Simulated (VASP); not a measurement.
Here is a VASP 6.6.1 calculation.

INCAR

```
SYSTEM = Cu
ALGO = Normal ; EDIFF = 1E-6
EDIFFG = -0.01 ; ENCUT = 600
GGA = PS ; IBRION = 2
ISIF = 3 ; ISMEAR = 1
KPAR = 8 ; LASPH = .True.
LCHARG = .False. ; LREAL = .False.
LWAVE = .False. ; NELM = 100
NSW = 60 ; PREC = Accurate
SIGMA = 0.2
```

The input KPOINTS:

```
k-points
0
Gamma
  32 32 32
  0 0 0
```

The input POSCAR:

```
Cu
1.0
    0.0000000000      1.8150000000      1.8150000000
    1.8150000000      0.0000000000      1.8150000000
    1.8150000000      1.8150000000      0.0000000000
Cu
1
Direct
    0.0000000000      0.0000000000      0.0000000000
```

Potentials or basis: VASP PAW PBE potentials, release 64 (Cu).

The run is started by

```bash
$ cat potpaw_PBE.64/Cu/POTCAR > POTCAR
$ mpirun -np 8 vasp_std > vasp.out
```

Question: Predict the band gap on the k mesh.

Answer: None (metal or under the smearing width).

Question: What does it give for the relaxed cell?

Answer: a = 2.523 Å, b = 2.523 Å, c = 2.523 Å, α = 60.00°, β = 60.00°, γ = 60.00°.

Step by step:
```tsv
step	energy change (eV)	largest force (eV/Å)	pressure (GPa)	volume (Å³)
1	0.0000	0.0000	-7.39	11.96
2	-0.0093	0.0000	5.27	11.03
3	-0.0145	0.0000	0.00	11.36
```

Caveat: the PAW data sets were made with another functional, which shifts forces and pressure a little.
